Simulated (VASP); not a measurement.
Method: PBEsol GGA, VASP's PBE PAW potentials (set 64) (plane waves; VASP).

A VASP calculation is set up with these files.

**KPOINTS**
```
Automatic mesh
0
Gamma
16 16 16
0 0 0
```

**POSCAR**
```
V
1
   -1.5053821764     1.5053821764     1.5053821764
    1.5053821764    -1.5053821764     1.5053821764
    1.5053821764     1.5053821764    -1.5053821764
V
1
Direct
  0.0000000000   0.0000000000   0.0000000000
```

INCAR:
```
SYSTEM  =  V
PREC  =  Accurate; ENCUT  =  480; LREAL  =  .False.
LASPH  =  .True.
EDIFF  =  1E-7; NELM  =  100; ALGO  =  Normal
LMAXMIX  =  4
ISMEAR  =  1; SIGMA  =  0.1
GGA  =  PS
ISIF  =  2
LWAVE  =  .False.; LCHARG  =  .False.
```

POTCAR, in this order: V_sv (PBE.64 set). Program: vasp_std.

Task: Estimate the energy per atom (σ→0), pressure, band gap (on the k-mesh).

Result: 
```yaml
energy per atom (σ→0): -9.611 eV/atom
band gap (on the k-mesh): none (metal, semimetal or under 0.01 eV)
pressure: -9.31 GPa
```

File OSZICAR:
```
...
DAV:   6    -0.964268851436E+01    0.15792E+01   -0.64646E+00  2914   0.378E+01    0.150E+00
DAV:   7    -0.962103889032E+01    0.21650E-01   -0.24037E-02  2916   0.240E+00    0.871E-01
DAV:   8    -0.961082188645E+01    0.10217E-01   -0.73493E-03  2918   0.149E+00    0.753E-02
DAV:   9    -0.961086507284E+01   -0.43186E-04   -0.67110E-05  2920   0.134E-01    0.348E-02
DAV:  10    -0.961087294912E+01   -0.78763E-05   -0.52276E-06  2934   0.257E-02    0.119E-03
DAV:  11    -0.961087312196E+01   -0.17284E-06   -0.87668E-08  1544   0.461E-03    0.117E-03
DAV:  12    -0.961087308428E+01    0.37681E-07   -0.20950E-08  1456   0.268E-03
   1 F= -.96108731E+01 E0= -.96105404E+01  d E =-.997977E-03
```

The compound is V in the bcc structure. This cell was strained or had an atom moved on purpose. The run is not spin-polarised, so no magnetic state was tried.
